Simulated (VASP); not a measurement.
# What spin-orbit coupling changes in Ta, part 2 of 3

Aim: run bands, DOS and a relaxation of Ta twice, without and with spin-orbit coupling. All runs use PBEsol. Left out of this account: 1 further run (fields: a reference on another mesh). The start is a cell from a database of measured crystal structures.

VASP 6.6.1, plane waves and PAW; the level of theory is named at each step.

Still holding for the runs below: This run has no spin polarisation. Its electron count is odd, so without a moment it is a metal by construction.

So far. Step 2 (Bands along the symmetry lines (PBEsol)): There is no gap at this level. Step 3 (Bands along the symmetry lines (PBEsol + SOC)): There is no gap at this level. Without the coupling there was no gap either. The run took 3.2 times the core time, with 22 spinor bands against 16.

## 4. Total and projected DOS (PBEsol)

This step: PBEsol; plane waves and PAW (Ta_pv) (VASP 6.6.1).

Here the states are counted by energy and projected on the atoms.

The input, INCAR:

```
SYSTEM = Ta
PREC = Accurate
ENCUT = 400
EDIFF = 1E-06
NELM = 100
ISMEAR = -5
SIGMA = 0.05
LREAL = .FALSE.
ALGO = Normal
GGA = PS
NBANDS = 16
LASPH = .TRUE.
LORBIT = 11
LWAVE = .FALSE.
LCHARG = .FALSE.
KPAR = 2
NEDOS = 2001
```

The input, POSCAR:

```
Ta
1.0
   -1.6512800000      1.6512800000      1.6512800000
    1.6512800000     -1.6512800000      1.6512800000
    1.6512800000      1.6512800000     -1.6512800000
Ta
1
Direct
    0.0000000000      0.0000000000      0.0000000000
```

The input, KPOINTS:

```
Automatic mesh
0
Gamma
14 14 14
0 0 0
```

Potentials, in the order of the species: Ta_pv (PBE family, release 64).

Launch:

```
> mpirun -np 2 vasp_std
```

Log:

```text
[... set-up lines as in an earlier step ...]
 entering main loop
       N       E                     dE             d eps       ncg     rms          rms(c)
DAV:   1     0.557799720150E+02    0.55780E+02   -0.47206E+03  3392   0.540E+02
DAV:   2    -0.121329274101E+02   -0.67913E+02   -0.65753E+02  4104   0.186E+02
DAV:   3    -0.130604155382E+02   -0.92749E+00   -0.92599E+00  3640   0.206E+01
DAV:   4    -0.130618799609E+02   -0.14644E-02   -0.14645E-02  4208   0.863E-01
DAV:   5    -0.130618838544E+02   -0.38935E-05   -0.38933E-05  3688   0.395E-02    0.139E+01
DAV:   6    -0.126673814376E+02    0.39450E+00   -0.19146E-01  3768   0.443E+00    0.661E+00
DAV:   7    -0.125503102086E+02    0.11707E+00   -0.14695E-01  3992   0.371E+00    0.394E-01
DAV:   8    -0.125484784700E+02    0.18317E-02   -0.33029E-03  3416   0.505E-01    0.119E-01
DAV:   9    -0.125484936460E+02   -0.15176E-04   -0.27289E-05  4168   0.546E-02    0.226E-02
DAV:  10    -0.125484855758E+02    0.80702E-05   -0.11014E-06  3288   0.792E-03    0.216E-03
DAV:  11    -0.125484860079E+02   -0.43214E-06   -0.24776E-08  1968   0.131E-03
   1 F= -.12548486E+02 E0= -.12548486E+02  d E =0.000000E+00
 -----------------------------------------------------------------------------
|                                                                             |
|           W    W    AA    RRRRR   N    N  II  N    N   GGGG   !!!           |
|           W    W   A  A   R    R  NN   N  II  NN   N  G    G  !!!           |
|           W    W  A    A  R    R  N N  N  II  N N  N  G       !!!           |
|           W WW W  AAAAAA  RRRRR   N  N N  II  N  N N  G  GGG   !            |
|           WW  WW  A    A  R   R   N   NN  II  N   NN  G    G                |
|           W    W  A    A  R    R  N    N  II  N    N   GGGG   !!!           |
|                                                                             |
|     Tetrahedron method does not include variations of the Fermi             |
|     occupations, so forces and stress will be inaccurate. We suggest        |
|     using a different smearing scheme ISMEAR = 1 or 2 for metals in         |
|     relaxations.                                                            |
|                                                                             |
 -----------------------------------------------------------------------------
```

It took 9.6 s on 2 MPI ranks of AMD EPYC 7R43, shared host; peak memory 0.22 GiB.

Parts of OUTCAR (step 4):

```text
The static configuration has the point symmetry O_h .

 Found    104 irreducible k-points:

   NELECT =      11.0000    total number of electrons

 E-fermi :   5.3076

 k-point     1 :       0.0000    0.0000    0.0000
  band No.  band energies     occupation
      1     -27.7084      2.00000
      2     -27.7084      2.00000
      3     -27.7084      2.00000
      4      -2.6081      2.00000
      5       6.0388      0.00000
      6       6.0388      0.00000
      7       6.0388      0.00000
      8       9.3099      0.00000
      9       9.3099      0.00000
    ...

 k-point     2 :       0.0714    0.0000    0.0000
  band No.  band energies     occupation
      1     -27.7720      2.00000
      2     -27.7279      2.00000
      3     -27.7087      2.00000
      4      -2.3799      2.00000
      5       5.8914     -0.00138
      6       5.9944      0.00000
      7       6.2627      0.00000
      8       9.0770      0.00000
      9       9.3109      0.00000
    ...

  Total       -0.4158842     -0.4158842     -0.4158842     -0.0000000      0.0000000     -0.0000000
  in kB      -36.9965163    -36.9965163    -36.9965163     -0.0000000      0.0000000     -0.0000000
  external PRESSURE =     -36.9965163 kB  Pullay stress =       0.0000000 kB

 POSITION                                       TOTAL-FORCE (eV/Angst)
 -----------------------------------------------------------------------------------
      0.00000      0.00000      0.00000         0.000000     -0.000000      0.000000
 -----------------------------------------------------------------------------------
    total drift:                                0.000000     -0.000000      0.000000

  FREE ENERGIE OF THE ION-ELECTRON SYSTEM (eV)
  ---------------------------------------------------
  free  energy   TOTEN  =       -12.5484860079 eV

  energy  without entropy=      -12.5484860079  energy(sigma->0) =      -12.54848601

 total charge
# of ion       s       p       d       tot
------------------------------------------
    1        0.370   6.170   2.395   8.934

[... 8 parts as in an earlier step ...]

[... 5 further parts left out ...]
```

With tetrahedra the forces and stress of a metal are not exact derivatives of the energy.

This step gave:

| Property | Result |
| --- | --- |
| SCF cycles | 11 |
| bands | 16 |
| free energy (TOTEN) | -12.55 eV |
| Fermi energy | 5.308 eV |
| pressure | -3.700 GPa |
| DOS at the Fermi level | 1.445 states/eV/cell |

The density of states has structure finer than the step of the table below, so its rows give means over 1 eV, whole bins alone (the curve runs from -12.0 to 7.93 eV). Peaks (eV: height): total -2.8: 1.24, -1.5: 2.79, -0.2: 2.12, 5.0: 3.38; Ta d -2.8: 0.575, -1.5: 1.71, -0.2: 1.16, 5.0: 2.84; Ta p -2.8: 0.0597, -1.5: 0.15, -0.2: 0.184, 5.0: 0.0618; Ta s -4.2: 0.138, -0.2: 0.0258, 5.1: 0.0628.

States under -12.0 eV and over 7.9 eV are left out. Table of density of states by energy, zero at the Fermi level; means over each step; values in states/eV/cell:

```
energy (eV)    total     Ta d     Ta p     Ta s
         -9        0        0        0        0
         -8  0.00744        0   7.1e-5  0.00312
         -7   0.0616   4.4e-4  0.00187   0.0246
         -6    0.115  0.00378  0.00620   0.0417
         -5    0.213   0.0226   0.0139   0.0645
         -4    0.618    0.191   0.0282    0.117
         -3    0.965    0.432   0.0435   0.0845
         -2    0.519    0.284   0.0281   0.0108
         -1     1.62    0.975   0.0923  0.00922
          0     1.43    0.802    0.121   0.0155
          1    0.358    0.197   0.0363  0.00450
          2    0.525    0.368   0.0168  0.00884
          3    0.929    0.694   0.0221   0.0121
          4     1.11    0.896   0.0168   0.0112
          5     1.72     1.40   0.0417   0.0373
          6    0.524    0.378   0.0359   0.0154
          7    0.359    0.259   0.0278   0.0103
```

Of the states within 0.3 eV of the Fermi level, the largest shares in the PAW spheres are Ta d 56 % and Ta p 8 %. The rest lies in smaller channels or between the spheres.

## 5. Total and projected DOS (PBEsol + SOC)

This step: PBEsol, spin-orbit coupling; plane waves and PAW (Ta_pv) (VASP 6.6.1).

Here the states are counted by energy and projected on the atoms.

Changes to INCAR since step 4:

```diff
@@ -10,4 +10,9 @@
 GGA = PS
-NBANDS = 16
+LNONCOLLINEAR = .TRUE.
+MAGMOM = 0 0 0
+NBANDS = 22
+GGA_COMPAT = .FALSE.
 LASPH = .TRUE.
+LSORBIT = .TRUE.
+LMAXMIX = 4
 LORBIT = 11
```

POSCAR is that of step 4.

KPOINTS is that of step 4.

Launch:

```
> mpirun -np 2 vasp_ncl
```

Log:

```text
[... set-up lines as in an earlier step ...]
 entering main loop
       N       E                     dE             d eps       ncg     rms          rms(c)
DAV:   1     0.811644081489E+02    0.81164E+02   -0.51234E+03  4576   0.850E+02
DAV:   2    -0.114372809742E+02   -0.92602E+02   -0.89818E+02  5390   0.287E+02
DAV:   3    -0.137757316896E+02   -0.23385E+01   -0.23184E+01  5540   0.448E+01
DAV:   4    -0.137869672025E+02   -0.11236E-01   -0.11236E-01  5222   0.335E+00
DAV:   5    -0.137870503071E+02   -0.83105E-04   -0.83137E-04  5506   0.260E-01    0.138E+01
DAV:   6    -0.133830080206E+02    0.40404E+00   -0.33473E-01  5282   0.658E+00    0.666E+00
DAV:   7    -0.132651946015E+02    0.11781E+00   -0.27757E-01  5320   0.550E+00    0.117E+00
DAV:   8    -0.132649818002E+02    0.21280E-03   -0.86776E-03  5382   0.559E-01    0.300E-01
DAV:   9    -0.132639832677E+02    0.99853E-03   -0.16954E-03  5400   0.502E-01    0.612E-02
DAV:  10    -0.132639624090E+02    0.20859E-04   -0.80876E-05  5220   0.105E-01    0.206E-02
DAV:  11    -0.132639612644E+02    0.11446E-05   -0.48523E-06  5564   0.256E-02    0.629E-03
DAV:  12    -0.132639610477E+02    0.21672E-06   -0.51147E-08  3032   0.253E-03
   1 F= -.13263961E+02 E0= -.13263961E+02  d E =0.000000E+00  mag=     0.0000    -0.0000     0.0000
 [... a notice as in an earlier step ...]
```

Elapsed: 28 s, on 2 MPI ranks; peak memory 0.32 GiB; 53 s of CPU time.

OUTCAR, selected parts (step 5):

```text
   NELECT =      11.0000    total number of electrons

 E-fermi :   5.2925

 k-point     1 :       0.0000    0.0000    0.0000
  band No.  band energies     occupation
    ...
      4     -25.1380      1.00000
      5     -25.1380      1.00000
      6     -25.1380      1.00000
      7      -2.6077      1.00000
      8      -2.6077      1.00000
      9       5.8713      0.00000
     10       5.8713      0.00000
     11       5.8713      0.00000
     12       5.8713      0.00000
     13       6.2882      0.00000
    ...

  Total       -0.4445639     -0.4445639     -0.4445639      0.0000000      0.0000000     -0.0000000
  in kB      -39.5478241    -39.5478241    -39.5478241      0.0000000      0.0000000     -0.0000000
  external PRESSURE =     -39.5478241 kB  Pullay stress =       0.0000000 kB

 POSITION                                       TOTAL-FORCE (eV/Angst)
 -----------------------------------------------------------------------------------
      0.00000      0.00000      0.00000         0.000000      0.000000      0.000000
 -----------------------------------------------------------------------------------
    total drift:                               -0.000000     -0.000000     -0.000000

  FREE ENERGIE OF THE ION-ELECTRON SYSTEM (eV)
  ---------------------------------------------------
  free  energy   TOTEN  =       -13.2639610477 eV

  energy  without entropy=      -13.2639610477  energy(sigma->0) =      -13.26396105

 Spin-Orbit-Coupling matrix elements
 Ion:    1  E_soc:     -1.4162789

 magnetization (y)
# of ion       s       p       d       tot
------------------------------------------
    1       -0.000  -0.000  -0.000  -0.000

 magnetization (z)
# of ion       s       p       d       tot
------------------------------------------
    1       -0.000  -0.000   0.000  -0.000

[... 9 parts as in an earlier step ...]

[... 9 further parts left out ...]
```

At this level the cell is under a tension of 4.0 GPa, so at these settings it is away from equilibrium.

Numbers from this step:

```yaml
scf_cycles: 12
bands: 22
free_energy_toten: -13.26 eV
fermi_energy: 5.293 eV
pressure: -3.955 GPa
dos_at_the_fermi_level: 1.495 states/eV/cell
```

On-site spin-orbit energy by atom:

```
atom  on-site spin-orbit energy (eV)
 Ta1                           -1.42
```

The density of states has structure finer than the step of the table below, so its rows give means over 1 eV, whole bins alone (the curve runs from -12.0 to 1.85 eV). Peaks (eV: height): total -2.8: 1.26, -1.4: 2.84, -0.2: 2.18; Ta d -2.8: 0.582, -1.4: 1.72, -0.2: 1.21; Ta p -2.8: 0.0618, -1.4: 0.157, -0.2: 0.188; Ta s -4.2: 0.140, -0.2: 0.0264.

States under -12.0 eV and over 1.8 eV are left out. The density of states by energy, zero at the Fermi level; means over each step; values in states/eV/cell:

```
energy (eV)    total     Ta d     Ta p     Ta s
         -9        0        0        0        0
         -8  0.00688        0   6.6e-5  0.00290
         -7   0.0599   4.3e-4  0.00184   0.0240
         -6    0.113  0.00360  0.00609   0.0410
         -5    0.208   0.0216   0.0138   0.0636
         -4    0.617    0.190   0.0286    0.117
         -3    0.975    0.434   0.0455   0.0859
         -2    0.527    0.289   0.0288   0.0107
         -1     1.59    0.964   0.0874  0.00941
          0     1.47    0.837    0.123   0.0161
          1    0.348    0.183   0.0388  0.00516
```

The DOS at the Fermi level goes from 1.45 to 1.49 states/eV/cell, a number that is sensitive to the mesh. The run took 2.9 times the core time, with 22 spinor bands against 16. Of the states within 0.3 eV of the Fermi level, the largest shares in the PAW spheres are Ta d 57 % and Ta p 8 %. The rest lies in smaller channels or between the spheres.

## 6. Relaxing cell and atoms (PBEsol)

This step: PBEsol; plane waves and PAW (Ta_pv) (VASP 6.6.1).

Last, the cell itself: ISIF = 3 frees volume, shape and positions, first without the coupling.

The input, INCAR:

```
SYSTEM = Ta
PREC = Accurate
ENCUT = 400
EDIFF = 1E-06
NELM = 100
ISMEAR = -1
SIGMA = 0.05
LREAL = .FALSE.
ALGO = Normal
GGA = PS
NBANDS = 11
LASPH = .TRUE.
LORBIT = 11
LWAVE = .FALSE.
LCHARG = .FALSE.
KPAR = 2
IBRION = 2
NSW = 60
ISIF = 3
EDIFFG = -0.01
```

POSCAR is that of step 5.

KPOINTS is that of step 5.

Launch:

```
> mpirun -np 2 vasp_std
```

Log:

```text
[... set-up lines as in an earlier step ...]
 entering main loop
       N       E                     dE             d eps       ncg     rms          rms(c)
DAV:   1     0.439611822025E+02    0.43961E+02   -0.54889E+03  2288   0.786E+02
DAV:   2    -0.123666626909E+02   -0.56328E+02   -0.55050E+02  2541   0.213E+02
DAV:   3    -0.130656411125E+02   -0.69898E+00   -0.69505E+00  2798   0.238E+01
DAV:   4    -0.130678895854E+02   -0.22485E-02   -0.22482E-02  2507   0.140E+00
DAV:   5    -0.130678989468E+02   -0.93614E-05   -0.93612E-05  2713   0.847E-02    0.139E+01
DAV:   6    -0.126770710063E+02    0.39083E+00   -0.34223E-01  2597   0.641E+00    0.671E+00
DAV:   7    -0.125594080957E+02    0.11766E+00   -0.28558E-01  2594   0.543E+00    0.367E-01
DAV:   8    -0.125578394127E+02    0.15687E-02   -0.66836E-03  2870   0.650E-01    0.438E-02
DAV:   9    -0.125578520150E+02   -0.12602E-04   -0.31635E-05  2631   0.493E-02    0.218E-02
DAV:  10    -0.125578492518E+02    0.27632E-05   -0.29138E-06  2605   0.207E-02    0.369E-03
DAV:  11    -0.125578493586E+02   -0.10676E-06   -0.21477E-07  1468   0.524E-03
   1 F= -.12557849E+02 E0= -.12553715E+02  d E =-.125578E+02
 curvature:   0.00 expect dE= 0.000E+00 dE for cont linesearch  0.000E+00
 trial: gam= 0.00000 g(F)=  0.202E-62 g(S)=  0.251E-01 ort = 0.000E+00 (trialstep = 0.100E+01)
 search vector abs. value=  0.251E-01
 bond charge predicted
       N       E                     dE             d eps       ncg     rms          rms(c)
DAV:   1    -0.127689595149E+02   -0.21111E+00   -0.67876E+00  2417   0.324E+01    0.454E+00
DAV:   2    -0.125828167647E+02    0.18614E+00   -0.21041E-01  2390   0.531E+00    0.153E+00
DAV:   3    -0.125380826742E+02    0.44734E-01   -0.11710E-01  2555   0.387E+00    0.615E-01
DAV:   4    -0.125388052756E+02   -0.72260E-03   -0.21217E-03  2814   0.406E-01    0.538E-02
DAV:   5    -0.125388111393E+02   -0.58637E-05   -0.11364E-04  2591   0.117E-01    0.280E-02
DAV:   6    -0.125388134713E+02   -0.23320E-05   -0.17823E-06  2399   0.149E-02    0.100E-03
DAV:   7    -0.125388132744E+02    0.19690E-06   -0.33622E-08  1357   0.194E-03
   2 F= -.12538813E+02 E0= -.12534261E+02  d E =0.190361E-01
 trial-energy change:    0.019036  1 .order    0.019547   -0.025066    0.064159
 step:   0.2880(harm=  0.2809)  dis= 0.00000  next Energy=   -12.561471 (dE=-0.362E-02)
 bond charge predicted
       N       E                     dE             d eps       ncg     rms          rms(c)
DAV:   1    -0.126785538943E+02   -0.13974E+00   -0.36520E+00  2396   0.244E+01    0.317E+00
DAV:   2    -0.125826354940E+02    0.95918E-01   -0.11930E-01  2414   0.379E+00    0.107E+00
DAV:   3    -0.125612435082E+02    0.21392E-01   -0.57938E-02  2516   0.262E+00    0.379E-01
DAV:   4    -0.125615410778E+02   -0.29757E-03   -0.73500E-04  2789   0.286E-01    0.422E-02
DAV:   5    -0.125615486165E+02   -0.75387E-05   -0.20915E-05  2617   0.453E-02    0.194E-02
DAV:   6    -0.125615475384E+02    0.10781E-05   -0.41625E-07  1667   0.745E-03    0.920E-04
DAV:   7    -0.125615476399E+02   -0.10142E-06   -0.29861E-08  1273   0.198E-03
   3 F= -.12561548E+02 E0= -.12557335E+02  d E =-.369828E-02
 curvature:  -0.14 expect dE=-0.910E-06 dE for cont linesearch -0.910E-06
 trial: gam=-0.01582 g(F)=  0.806E-64 g(S)=  0.648E-05 ort = 0.403E-03 (trialstep = 0.858E+00)
 search vector abs. value=  0.177E-08
 reached required accuracy - stopping structural energy minimisation
```

The job ended after 14 s (2 MPI ranks; peak memory 0.22 GiB; 26 s of CPU time).

Parts of OUTCAR (step 6):

```text
   k-points           NKPTS =    104   k-points in BZ     NKDIM =    104   number of bands    NBANDS=     11

   NELECT =      11.0000    total number of electrons

 E-fermi :   5.4435

 k-point     1 :       0.0000    0.0000    0.0000
  band No.  band energies     occupation
      1     -27.4979      2.00000
      2     -27.4979      2.00000
      3     -27.4979      2.00000
      4      -2.5340      2.00000
      5       6.1791      0.00000
      6       6.1791      0.00000
      7       6.1791      0.00000
      8       9.5129      0.00000
      9       9.5129      0.00000
    ...

  Total       -0.0066892     -0.0066892     -0.0066892      0.0000000     -0.0000000     -0.0000000
  in kB       -0.6055059     -0.6055059     -0.6055059      0.0000000     -0.0000000     -0.0000000
  external PRESSURE =      -0.6055059 kB  Pullay stress =       0.0000000 kB

 POSITION                                       TOTAL-FORCE (eV/Angst)
 -----------------------------------------------------------------------------------
      0.00000     -0.00000      0.00000        -0.000000     -0.000000     -0.000000
 -----------------------------------------------------------------------------------
    total drift:                               -0.000000     -0.000000      0.000000

  FREE ENERGIE OF THE ION-ELECTRON SYSTEM (eV)
  ---------------------------------------------------
  free  energy   TOTEN  =       -12.5615476399 eV

  energy  without entropy=      -12.5531232893  energy(sigma->0) =      -12.55733546

 reached required accuracy - stopping structural energy minimisation

[... 6 parts as in an earlier step ...]

[... 10 further parts left out ...]
```

CONTCAR:

```
Ta
   1.00000000000000
    -1.6417331671344835    1.6417331671344835    1.6417331671344835
     1.6417331671344835   -1.6417331671344835    1.6417331671344835
     1.6417331671344835    1.6417331671344835   -1.6417331671344835
  Ta
     1
Direct
     0.0000000000000000    0.0000000000000000    0.0000000000000000
```

The run keeps the 48 symmetry operations of its start, so it cannot find a distortion of lower symmetry.

Step by step:

```
step  energy less that of the first step (eV)  largest force (eV/Å)  pressure (GPa)  volume (Å³)
   1                                   0.0000                0.0000           -3.70        18.01
   2                                   0.0190                0.0000           10.07        16.95
   3                                  -0.0037                0.0000           -0.06        17.70
```

```
conventional cell, symmetrised  before  after  change
                         a (Å)   3.303  3.283  -0.6 %
                         b (Å)   3.303  3.283  -0.6 %
                         c (Å)   3.303  3.283  -0.6 %
              volume (Å³/atom)   18.01  17.70  -1.7 %
```

The relaxed structure:

```xyz
1
Lattice="-1.6417 1.6417 1.6417 1.6417 -1.6417 1.6417 1.6417 1.6417 -1.6417" Properties=species:S:1:pos:R:3 pbc="T T T"
Ta    0.0000    0.0000    0.0000
```

This step gave:

| Item | Value |
| --- | --- |
| bands | 11 |
| free energy (TOTEN) | -12.56 eV |
| energy at zero smearing | -12.56 eV |
| Fermi energy | 5.444 eV |
| pressure | -0.06055 GPa |
| SCF cycles over all ionic steps | 25 |

It ends with forces that vanish by symmetry and a pressure of -0.06 GPa.

(Continued in part 3 of 3.)

[Lines on the potential files, build, host, timing and source positions are cut from VASP's logs without a mark.]

[Logs are printed without paths, hosts, clocks, repeated set-up lines and the standing remarks that a program may print on its own settings, such as how far it seeks lower states.]

[Hosts, paths, dates, database ids (printed as entryN), source tags and the programs' standing remarks are cut or masked in the printed files.]

[A measured line is paired with the nearest computed mode of its activity, which favours agreement.]
